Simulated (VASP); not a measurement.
# Relaxed cell of ZrC: a test of cutoff and mesh, part 2 of 2

Aim: test the relaxed volume of ZrC against cutoff and mesh. The starting structure is a measured crystal structure from the Crystallography Open Database.

VASP 6.6.1.

Results so far: reference 12.74 Å³ an atom; a cutoff of 400 eV 12.70 Å³ an atom; a 6×6×6 mesh 12.75 Å³ an atom.

The database entry behind the starting cell differs from later determinations by our own check (0.1 to 0.3 % short, probably kX units), so it need not match the best structure at ambient conditions.

### 5. Relaxation with a cutoff of 680 eV

Level of this step: PBEsol; plane waves and PAW (Zr_sv, C) (VASP).

Against step 2 the input has ENCUT = 680.

INCAR

```
SYSTEM = ZrC
PREC = Accurate
ENCUT = 680
EDIFF = 1E-06
NELM = 100
ISMEAR = 1
SIGMA = 0.1
LREAL = .FALSE.
ALGO = Normal
GGA = PS
NBANDS = 14
LORBIT = 11
LWAVE = .FALSE.
LCHARG = .FALSE.
KPAR = 2
IBRION = 2
NSW = 50
ISIF = 3
EDIFFG = -0.01
```

POSCAR

```
ZrC
1.0
    0.0000000000      2.3414000000      2.3414000000
    2.3414000000      0.0000000000      2.3414000000
    2.3414000000      2.3414000000      0.0000000000
Zr C
1 1
Direct
    0.0000000000      0.0000000000      0.0000000000
    0.5000000000      0.5000000000      0.5000000000
```

KPOINTS

```
Automatic mesh
0
Gamma
10 10 10
0 0 0
```

Potentials, in the order of the species: Zr_sv and C (PBE family, release 64).

Command:

```bash
$ mpirun -np 2 vasp_std
```

The log of the run:

```text
[... set-up lines as in an earlier step ...]
 entering main loop
       N       E                     dE             d eps       ncg     rms          rms(c)
DAV:   1     0.124987522911E+03    0.12499E+03   -0.10281E+04  1316   0.143E+03
DAV:   2    -0.177740793160E+02   -0.14276E+03   -0.13324E+03  1658   0.332E+02
DAV:   3    -0.236566785235E+02   -0.58826E+01   -0.58141E+01  1944   0.593E+01
DAV:   4    -0.237902801714E+02   -0.13360E+00   -0.13354E+00  1626   0.842E+00
[...]
DAV:  11    -0.205718891277E+02    0.35149E-03   -0.11524E-03  1460   0.278E-01    0.550E-02
DAV:  12    -0.205718850278E+02    0.40999E-05   -0.21686E-05  1710   0.351E-02    0.108E-02
DAV:  13    -0.205718843842E+02    0.64362E-06   -0.11164E-06  1232   0.805E-03
   1 F= -.20571884E+02 E0= -.20572005E+02  d E =-.205719E+02
[...]
N       E                     dE             d eps       ncg     rms          rms(c)
DAV:   1    -0.206110616100E+02   -0.39177E-01   -0.13547E+00  1466   0.120E+01    0.274E+00
[...]
DAV:   7    -0.205697825447E+02   -0.38553E-05   -0.50925E-06  1454   0.268E-02    0.325E-03
DAV:   8    -0.205697825597E+02   -0.15062E-07   -0.12593E-07   868   0.373E-03
   2 F= -.20569783E+02 E0= -.20569893E+02  d E =0.210182E-02
 trial-energy change:    0.002102  1 .order    0.002150   -0.005828    0.010127
 step:   0.3695(harm=  0.3653)  dis= 0.00000  next Energy=   -20.572963 (dE=-0.108E-02)
[...]
N       E                     dE             d eps       ncg     rms          rms(c)
DAV:   1    -0.205890977497E+02   -0.19315E-01   -0.53519E-01  1448   0.762E+00    0.171E+00
DAV:   2    -0.205750950821E+02    0.14003E-01   -0.34572E-02  1550   0.214E+00    0.488E-01
DAV:   3    -0.205723246696E+02    0.27704E-02   -0.13662E-02  1948   0.865E-01    0.140E-01
DAV:   4    -0.205726477578E+02   -0.32309E-03   -0.56995E-04  2160   0.173E-01    0.137E-01
DAV:   5    -0.205729353806E+02   -0.28762E-03   -0.21290E-04  2152   0.912E-02    0.213E-02
DAV:   6    -0.205729704473E+02   -0.35067E-04   -0.94171E-05  2184   0.635E-02    0.116E-02
DAV:   7    -0.205729706144E+02   -0.16713E-06   -0.20758E-06  1312   0.163E-02
   3 F= -.20572971E+02 E0= -.20573090E+02  d E =-.108623E-02
[...]
reached required accuracy - stopping structural energy minimisation
```

Run time: 42 s. Hardware: 2 MPI ranks of AMD EPYC 7R43, shared host; peak memory 0.29 GiB.

Parts of OUTCAR (step 5):

```text
  Total       -0.0000785     -0.0000785     -0.0000785     -0.0000000     -0.0000000     -0.0000000
  in kB       -0.0049341     -0.0049341     -0.0049341     -0.0000000     -0.0000000     -0.0000000
  external PRESSURE =      -0.0049341 kB  Pullay stress =       0.0000000 kB

 POSITION                                       TOTAL-FORCE (eV/Angst)
 -----------------------------------------------------------------------------------
      0.00000      0.00000      0.00000         0.000000      0.000000      0.000000
      2.33548      2.33548      2.33548        -0.000000     -0.000000     -0.000000
 -----------------------------------------------------------------------------------
    total drift:                                0.000000      0.000000      0.000000

  FREE ENERGIE OF THE ION-ELECTRON SYSTEM (eV)
  ---------------------------------------------------
  free  energy   TOTEN  =       -20.5729706144 eV

  energy  without entropy=      -20.5733299562  energy(sigma->0) =      -20.57309039

[... 2 parts as in an earlier step ...]

[... 2 further parts left out ...]
[key lines of the parts left out:]
E-fermi :   9.7189
```

With a cutoff of 680 eV the cell ends at 12.739 Å³ an atom, -0.03 % from the reference.

### 6. Relaxation with a 14×14×14 mesh

Against step 2 the input has a 14×14×14 mesh.

INCAR: that of step 5 with these lines changed.

```diff
@@ -2,3 +2,3 @@
 PREC = Accurate
-ENCUT = 680
+ENCUT = 520
 EDIFF = 1E-06
```

POSCAR is that of step 5.

KPOINTS

```
Automatic mesh
0
Gamma
14 14 14
0 0 0
```

Command:

```bash
$ mpirun -np 2 vasp_std
```

The log of the run:

```text
[... set-up lines as in an earlier step ...]
 entering main loop
       N       E                     dE             d eps       ncg     rms          rms(c)
DAV:   1     0.104866748235E+03    0.10487E+03   -0.87710E+03  2912   0.115E+03
DAV:   2    -0.190555688874E+02   -0.12392E+03   -0.11585E+03  3656   0.301E+02
DAV:   3    -0.236678878593E+02   -0.46123E+01   -0.45627E+01  4152   0.516E+01
DAV:   4    -0.237886996263E+02   -0.12081E+00   -0.12075E+00  3640   0.762E+00
[...]
DAV:  11    -0.205717879516E+02    0.26039E-03   -0.88192E-04  3278   0.244E-01    0.520E-02
DAV:  12    -0.205717843615E+02    0.35901E-05   -0.18205E-05  3762   0.309E-02    0.100E-02
DAV:  13    -0.205717839688E+02    0.39270E-06   -0.10085E-06  2570   0.750E-03
   1 F= -.20571784E+02 E0= -.20571717E+02  d E =-.205718E+02
[...]
N       E                     dE             d eps       ncg     rms          rms(c)
DAV:   1    -0.206074987826E+02   -0.35714E-01   -0.12324E+00  3224   0.114E+01    0.262E+00
[...]
DAV:   7    -0.205698732263E+02   -0.37743E-05   -0.44153E-06  3122   0.243E-02    0.311E-03
DAV:   8    -0.205698733934E+02   -0.16707E-06   -0.13108E-07  1990   0.398E-03
   2 F= -.20569873E+02 E0= -.20569800E+02  d E =0.191058E-02
 trial-energy change:    0.001911  1 .order    0.001945   -0.005308    0.009198
 step:   0.3692(harm=  0.3659)  dis= 0.00000  next Energy=   -20.572766 (dE=-0.982E-03)
[...]
N       E                     dE             d eps       ncg     rms          rms(c)
DAV:   1    -0.205874871210E+02   -0.17614E-01   -0.48733E-01  3182   0.723E+00    0.164E+00
DAV:   2    -0.205747091765E+02    0.12778E-01   -0.31409E-02  3362   0.202E+00    0.465E-01
DAV:   3    -0.205721871746E+02    0.25220E-02   -0.12375E-02  4362   0.818E-01    0.132E-01
DAV:   4    -0.205724766381E+02   -0.28946E-03   -0.50803E-04  4724   0.163E-01    0.131E-01
DAV:   5    -0.205727345400E+02   -0.25790E-03   -0.18259E-04  4800   0.836E-02    0.231E-02
DAV:   6    -0.205727707785E+02   -0.36238E-04   -0.93366E-05  4796   0.617E-02    0.110E-02
DAV:   7    -0.205727707937E+02   -0.15249E-07   -0.17828E-06  2856   0.148E-02
   3 F= -.20572771E+02 E0= -.20572701E+02  d E =-.986825E-03
[...]
reached required accuracy - stopping structural energy minimisation
```

Run time: 81 s. Hardware: 2 MPI ranks; peak memory 0.31 GiB.

Parts of OUTCAR (step 6):

```text
  Total        0.0002363      0.0002363      0.0002363     -0.0000000     -0.0000000      0.0000000
  in kB        0.0148535      0.0148535      0.0148535     -0.0000000     -0.0000000      0.0000000
  external PRESSURE =       0.0148535 kB  Pullay stress =       0.0000000 kB

 POSITION                                       TOTAL-FORCE (eV/Angst)
 -----------------------------------------------------------------------------------
      0.00000      0.00000      0.00000        -0.000000      0.000000      0.000000
      2.33575      2.33575      2.33575         0.000000     -0.000000     -0.000000
 -----------------------------------------------------------------------------------
    total drift:                                0.000000      0.000000      0.000000

  FREE ENERGIE OF THE ION-ELECTRON SYSTEM (eV)
  ---------------------------------------------------
  free  energy   TOTEN  =       -20.5727707937 eV

  energy  without entropy=      -20.5725610717  energy(sigma->0) =      -20.57270089

[... 1 part as in an earlier step ...]

[... 3 further parts left out ...]
[key lines of the parts left out:]
E-fermi :   9.7280
```

With a 14×14×14 mesh the cell ends at 12.743 Å³ an atom, +0.01 % from the reference.

### 7. The runs compared

| run | volume (Å³/atom) | change (%) | pressure left (GPa) | core minutes |
| --- | --- | --- | --- | --- |
| reference | 12.743 | - | 0.0 | 1.23 |
| a cutoff of 400 eV | 12.695 | -0.37 | -0.01 | 0.867 |
| a 6×6×6 mesh | 12.75 | 0.06 | -0.02 | 0.54 |
| a cutoff of 680 eV | 12.739 | -0.03 | 0.0 | 1.4 |
| a 14×14×14 mesh | 12.743 | 0.01 | 0.0 | 2.7 |

Core minutes are wall time times ranks, summed over the relaxations behind a row (those for a bulk modulus apart), on shared hosts.

### 8. Outcome

* volume of the reference: 12.74 Å³/atom
* volume against the reference, a cutoff of 400 eV: -0.37 %
* volume against the reference, a 6×6×6 mesh: +0.06 %
* volume against the reference, a cutoff of 680 eV: -0.03 %
* volume against the reference, a 14×14×14 mesh: +0.01 %

The volume moves most with a cutoff of 400 eV: -0.37 % against the reference (520 eV, 10×10×10 mesh). On finer settings it changes by -0.03 % with a cutoff of 680 eV and +0.01 % with a 14×14×14 mesh. The relaxations stop with up to 0.02 GPa left, which at a bulk modulus of 50 GPa, to name a scale, is 0.05 % of the volume. A cell that shrinks at the lower cutoff is the usual mark of Pulay stress, the error that a plane-wave basis makes when it is kept while the volume changes. Further runs on this material are not shown.

[Lines on the potential files, build, host, timing and source positions are cut from VASP's logs without a mark.]

[Logs are printed without paths, hosts, clocks, repeated set-up lines and the standing remarks that a program may print on its own settings, such as how far it seeks lower states.]

[Hosts, paths, dates, database ids (printed as entryN), source tags and the programs' standing remarks are cut or masked in the printed files.]
